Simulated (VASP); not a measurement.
# TaN: does spin-orbit coupling change the cell?

Aim: relax TaN with and without spin-orbit coupling. The starting structure is a computed structure from the Materials Project. The first relaxation on each setting starts from this cell expanded by 3 % in volume.

Main program and level: VASP 6.6.1; Kohn-Sham DFT with plane waves and PAW; PBEsol and PBEsol + spin-orbit coupling.

### Step 1. The structure

Symmetry: Fm-3m, No. 225, cubic system. Conventional cell: a = 4.423 Å, b = 4.423 Å, c = 4.423 Å, α = 90.00°, β = 90.00°, γ = 90.00°. Ta has 6 N at 2.21 Å nearest. Nearest to N lie 6 Ta at 2.21 Å. Farther neighbours and most contacts between anions are not listed.

Structure file:

```xyz
2
Lattice="0.0000 2.2113 2.2113 2.2113 0.0000 2.2113 2.2113 2.2113 0.0000" Properties=species:S:1:pos:R:3 pbc="T T T"
Ta    2.2113    2.2113    2.2113
N     0.0000    0.0000    0.0000
```

### Step 2. Relaxation without spin-orbit coupling

This run starts from the cell of an earlier relaxation, which isn't shown; the restart sets up the plane waves anew.

INCAR

```
SYSTEM = TaN
PREC = Accurate
ENCUT = 520
EDIFF = 1E-06
NELM = 100
ISMEAR = 1
SIGMA = 0.15
LREAL = .FALSE.
ALGO = Normal
GGA = PS
NBANDS = 14
LASPH = .TRUE.
LORBIT = 11
LWAVE = .FALSE.
LCHARG = .FALSE.
KPAR = 4
IBRION = 2
NSW = 50
ISIF = 3
EDIFFG = -0.006
```

POSCAR

```
TaN
1.0
    0.0000000000      2.1898032494      2.1898032494
    2.1898032494      0.0000000000      2.1898032494
    2.1898032494      2.1898032494      0.0000000000
Ta N
1 1
Direct
    0.5000000000      0.5000000000      0.5000000000
    0.0000000000      0.0000000000      0.0000000000
```

KPOINTS

```
Automatic mesh
0
Gamma
14 14 14
0 0 0
```

PAW data sets: Ta_pv and N (PBE family, release 64).

Launch:

```sh
> mpirun -np 4 vasp_std
```

What it wrote:

```text
[banner, memory and clock lines left out]
running    4 mpi-ranks, on    1 nodes
 distrk:  each k-point on    1 cores,    4 groups
 distr:  one band on    1 cores,    1 groups

 POSCAR found type information on POSCAR TaN
 POSCAR found :  2 types and       2 ions
|                                                                             |
|               ----> ADVICE to this user running VASP <----                  |
|                                                                             |
|     You enforced a specific xc type in the INCAR file but a different       |
|     [... a line on the potential file left out ...]
|     I HOPE YOU KNOW WHAT YOU ARE DOING!                                     |
|                                                                             |

 LDA part: xc-table for (Slater+PW92), standard interpolation
 POSCAR, INCAR and KPOINTS ok, starting setup
 FFT: planning ... GRIDC
 FFT: planning ... GRID_SOFT
 FFT: planning ... GRID
 WAVECAR not read
 entering main loop
       N       E                     dE             d eps       ncg     rms          rms(c)
DAV:   1     0.867167564870E+02    0.86717E+02   -0.90124E+03  2912   0.122E+03
DAV:   2    -0.230462310041E+02   -0.10976E+03   -0.10289E+03  3644   0.310E+02
DAV:   3    -0.259841250725E+02   -0.29379E+01   -0.29140E+01  3332   0.479E+01
DAV:   4    -0.259990342810E+02   -0.14909E-01   -0.14900E-01  3476   0.353E+00
DAV:   5    -0.259991297611E+02   -0.95480E-04   -0.95477E-04  3266   0.255E-01    0.250E+01
DAV:   6    -0.233353439760E+02    0.26638E+01   -0.57458E+00  3320   0.269E+01    0.106E+01
DAV:   7    -0.232488971144E+02    0.86447E-01   -0.36345E-01  3590   0.572E+00    0.715E+00
DAV:   8    -0.232141408891E+02    0.34756E-01   -0.13159E-01  3470   0.331E+00    0.142E+00
DAV:   9    -0.232101009048E+02    0.40400E-02   -0.12181E-02  3218   0.960E-01    0.352E-01
DAV:  10    -0.232099552123E+02    0.14569E-03   -0.49839E-04  3956   0.281E-01    0.102E-01
DAV:  11    -0.232099246988E+02    0.30514E-04   -0.59013E-05  3334   0.808E-02    0.170E-02
DAV:  12    -0.232099246430E+02    0.55803E-07   -0.33955E-06  3668   0.181E-02
   1 F= -.23209925E+02 E0= -.23210138E+02  d E =-.232099E+02
 curvature:   0.00 expect dE= 0.000E+00 dE for cont linesearch  0.000E+00
 trial: gam= 0.00000 g(F)=  0.482E-60 g(S)=  0.277E-07 ort = 0.000E+00 (trialstep = 0.100E+01)
 search vector abs. value=  0.278E-07
 reached required accuracy - stopping structural energy minimisation
```

Elapsed: 4.8 s, on 4 MPI ranks of AMD EPYC 9R45, shared host; peak memory 0.54 GiB; 17 s of CPU time.

The logs omit lines about the potential files and the build; timing stands in the text.

From OUTCAR (step 2):

```text
ion  position               nearest neighbor table
   1  0.500  0.500  0.500-   2 2.19   2 2.19   2 2.19   2 2.19   2 2.19   2 2.19
   2  0.000  0.000  0.000-   1 2.19   1 2.19   1 2.19   1 2.19   1 2.19   1 2.19

  LATTYP: Found a face centered cubic cell.
 ALAT       =     4.3796064988

 Subroutine GETGRP returns: Found 48 space group operations
 (whereof 48 operations were pure point group operations)

The static configuration has the point symmetry O_h .

 Found    104 irreducible k-points:

   k-points           NKPTS =    104   k-points in BZ     NKDIM =    104   number of bands    NBANDS=     14

   dimension x,y,z NGX =    24 NGY =   24 NGZ =   24
   dimension x,y,z NGXF=    48 NGYF=   48 NGZF=   48

   ENCUT  =  520.0 eV  38.22 Ry    6.18 a.u.   5.76  5.76  5.76*2*pi/ulx,y,z

   NELECT =      16.0000    total number of electrons

 k-points in reciprocal lattice and weights: Automatic mesh
   0.00000000  0.00000000  0.00000000       0.000
   0.07142857  0.00000000  0.00000000       0.003
   0.14285714  0.00000000  0.00000000       0.003
   0.21428571  0.00000000  0.00000000       0.003
   0.28571429  0.00000000  0.00000000       0.003
   0.35714286  0.00000000  0.00000000       0.003
   0.42857143  0.00000000  0.00000000       0.003
   0.50000000  0.00000000  0.00000000       0.001
   0.07142857  0.07142857  0.00000000       0.002
[...]
-0.28571429  0.42857143  0.21428571       0.009
  -0.28571429  0.50000000  0.21428571       0.004

 average (electrostatic) potential at core
       1 -34.4428       2 -61.2214

 E-fermi :   9.5015

 k-point     1 :       0.0000    0.0000    0.0000
  band No.  band energies     occupation
    ...
      8       7.3521      2.00000
      9       7.3521      2.00000
     10       7.3521      2.00000
     11       9.5441      0.53925
     12       9.5441      0.53924
     13      11.1697     -0.00000
     14      18.8980      0.00000

 k-point     2 :       0.0714    0.0000    0.0000
  band No.  band energies     occupation
    ...
      6       5.2449      2.00000
      7       5.2449      2.00000
      8       7.5580      2.00000
      9       7.5580      2.00000
     10       7.6426      2.00000
     11      10.0642     -0.00000
     12      10.0642     -0.00000
     13      11.5447     -0.00000
     14      19.2892      0.00000

 k-point     3 :       0.1429    0.0000    0.0000
  band No.  band energies     occupation
    ...
      6       4.3874      2.00000
      7       4.3874      2.00000
      8       8.0270      2.00000
      9       8.0270      2.00000
     10       8.0354      2.00000
     11      11.2690     -0.00000
     12      11.2690     -0.00000
     13      12.4613     -0.00000
     14      20.3437      0.00000

  Total       -0.0006188     -0.0006188     -0.0006188      0.0000000      0.0000000      0.0000000
  in kB       -0.0472089     -0.0472089     -0.0472089      0.0000000      0.0000000      0.0000000
  external PRESSURE =      -0.0472089 kB  Pullay stress =       0.0000000 kB

  energy-cutoff  :      520.00
  volume of cell :       21.00
      direct lattice vectors                 reciprocal lattice vectors
     0.000000000  2.189803249  2.189803249    -0.228331016  0.228331016  0.228331016
     2.189803249  0.000000000  2.189803249     0.228331016 -0.228331016  0.228331016
     2.189803249  2.189803249  0.000000000     0.228331016  0.228331016 -0.228331016

 POSITION                                       TOTAL-FORCE (eV/Angst)
 -----------------------------------------------------------------------------------
      2.18980      2.18980      2.18980         0.000000      0.000000      0.000000
      0.00000      0.00000      0.00000        -0.000000     -0.000000     -0.000000
 -----------------------------------------------------------------------------------
    total drift:                                0.000000     -0.000000     -0.000000

  FREE ENERGIE OF THE ION-ELECTRON SYSTEM (eV)
  ---------------------------------------------------
  free  energy   TOTEN  =       -23.2099246430 eV

  energy  without entropy=      -23.2105645753  energy(sigma->0) =      -23.21013795

 reached required accuracy - stopping structural energy minimisation

 total charge
# of ion       s       p       d       tot
------------------------------------------
    1        0.277   6.230   2.474   8.981
    2        1.222   2.537   0.000   3.759
--------------------------------------------------
tot          1.499   8.767   2.474  12.741

[... 3 further parts left out ...]
```

CONTCAR:

```
TaN
   1.00000000000000
     0.0000000000000000    2.1898032494000002    2.1898032494000002
     2.1898032494000002    0.0000000000000000    2.1898032494000002
     2.1898032494000002    2.1898032494000002    0.0000000000000000
  Ta              N
     1     1
Direct
     0.5000000000000000    0.5000000000000000    0.5000000000000000
     0.0000000000000000    0.0000000000000000    0.0000000000000000
```

The PAW data sets were made with PBE, which is usual practice but a small mismatch for other functionals. The run keeps the 48 symmetry operations of its start, so it cannot find a distortion of lower symmetry.

Without spin-orbit coupling the relaxed cell holds 10.501 Å³ an atom, with a = 4.380 Å.

### Step 3. Relaxation with spin-orbit coupling

Against step 2 the input has LNONCOLLINEAR = .TRUE., MAGMOM = 0 0 0 0 0 0, GGA_COMPAT = .FALSE. and LSORBIT = .TRUE. (also changed: NBANDS and LMAXMIX). This run starts from the cell of an earlier relaxation, which isn't shown; the restart sets up the plane waves anew.

Edit INCAR of step 2 so:

```diff
@@ -10,4 +10,9 @@
 GGA = PS
-NBANDS = 14
+LNONCOLLINEAR = .TRUE.
+MAGMOM = 0 0 0 0 0 0
+NBANDS = 28
+GGA_COMPAT = .FALSE.
 LASPH = .TRUE.
+LSORBIT = .TRUE.
+LMAXMIX = 4
 LORBIT = 11
```

POSCAR

```
TaN
1.0
    0.0000000000      2.1911269685      2.1911269685
    2.1911269685      0.0000000000      2.1911269685
    2.1911269685      2.1911269685      0.0000000000
Ta N
1 1
Direct
    0.5000000000      0.5000000000      0.5000000000
    0.0000000000      0.0000000000      0.0000000000
```

KPOINTS is that of step 2.

Launch:

```sh
> mpirun -np 4 vasp_ncl
```

What it wrote:

```text
[banner, memory and clock lines left out]
running    4 mpi-ranks, on    1 nodes
[...]
[... a notice as in an earlier step ...]

 LDA part: xc-table for (Slater+PW92), standard interpolation
 POSCAR, INCAR and KPOINTS ok, starting setup
[...]
entering main loop
       N       E                     dE             d eps       ncg     rms          rms(c)
DAV:   1     0.130671591971E+03    0.13067E+03   -0.83949E+03  5840   0.122E+03
DAV:   2    -0.196103255618E+02   -0.15028E+03   -0.14174E+03  6692   0.372E+02
DAV:   3    -0.266236956681E+02   -0.70134E+01   -0.68620E+01  7000   0.760E+01
DAV:   4    -0.266896175649E+02   -0.65922E-01   -0.65698E-01  6484   0.755E+00
[...]
DAV:  11    -0.238822693049E+02    0.73706E-04   -0.17018E-04  6768   0.150E-01    0.353E-02
DAV:  12    -0.238822644956E+02    0.48093E-05   -0.10826E-05  6532   0.407E-02    0.921E-03
DAV:  13    -0.238822645398E+02   -0.44167E-07   -0.29531E-07  3912   0.632E-03
   1 F= -.23882265E+02 E0= -.23882547E+02  d E =-.238823E+02  mag=     0.0000    -0.0000    -0.0000
[...]
reached required accuracy - stopping structural energy minimisation
```

The job ended after 19 s (4 MPI ranks; peak memory 0.93 GiB; 74 s of CPU time).

From OUTCAR (step 3):

```text
  Total        0.0020691      0.0020691      0.0020691      0.0000000      0.0000000      0.0000000
  in kB        0.1575645      0.1575645      0.1575645      0.0000000      0.0000000      0.0000000
  external PRESSURE =       0.1575645 kB  Pullay stress =       0.0000000 kB

 POSITION                                       TOTAL-FORCE (eV/Angst)
 -----------------------------------------------------------------------------------
      2.19113      2.19113      2.19113         0.000000     -0.000000      0.000000
      0.00000      0.00000      0.00000        -0.000000      0.000000     -0.000000
 -----------------------------------------------------------------------------------
    total drift:                               -0.000000     -0.000000     -0.000000

  FREE ENERGIE OF THE ION-ELECTRON SYSTEM (eV)
  ---------------------------------------------------
  free  energy   TOTEN  =       -23.8822645398 eV

  energy  without entropy=      -23.8831119855  energy(sigma->0) =      -23.88254702

 magnetization (x)
# of ion       s       p       d       tot
------------------------------------------
    1        0.000   0.000  -0.000   0.000
    2       -0.000   0.000   0.000  -0.000
--------------------------------------------------
tot          0.000   0.000  -0.000   0.000

 magnetization (y)
# of ion       s       p       d       tot
------------------------------------------
    1        0.000  -0.000   0.000   0.000
    2       -0.000   0.000   0.000  -0.000
--------------------------------------------------
tot         -0.000  -0.000   0.000   0.000

 magnetization (z)
# of ion       s       p       d       tot
------------------------------------------
    1        0.000   0.000  -0.000  -0.000
    2        0.000   0.000   0.000   0.000
--------------------------------------------------
tot          0.000   0.000  -0.000  -0.000

[... 1 part as in an earlier step ...]

[... 3 further parts left out ...]
[key lines of the parts left out:]
E-fermi :   9.4479
```

With spin-orbit coupling the relaxed cell holds 10.520 Å³ an atom, with a = 4.382 Å.

### Step 4. The runs compared

```
                        run  volume (Å³/atom)   a (Å)  pressure left (GPa)  core minutes
without spin-orbit coupling            10.501  4.3796               -0.005          1.48
   with spin-orbit coupling             10.52  4.3823                0.016          6.27
```

Core minutes are wall time times ranks, summed over the relaxations behind a row (those for a bulk modulus apart), on shared hosts.

### Step 5. What came out

```
volume without spin-orbit coupling : 10.501 Å³/atom
volume with spin-orbit coupling    : 10.520 Å³/atom
```

What this shows: The run with spin-orbit coupling gives a volume +0.18 % from the one without. The relaxations stop with -0.005 and 0.016 GPa left; at a bulk modulus of 50 GPa, to name a scale, that difference alone shifts the volume by 0.04 %. The k mesh isn't tested here. GGA_COMPAT also differs between the two, which alone can make a change this small. Further runs on this material are not shown.

[Lines on the potential files, build, host, timing and source positions are cut from VASP's logs without a mark.]

[Logs are printed without paths, hosts, clocks, repeated set-up lines and the standing remarks that a program may print on its own settings, such as how far it seeks lower states.]

[Hosts, paths, dates, database ids (printed as entryN), source tags and the programs' standing remarks are cut or masked in the printed files.]
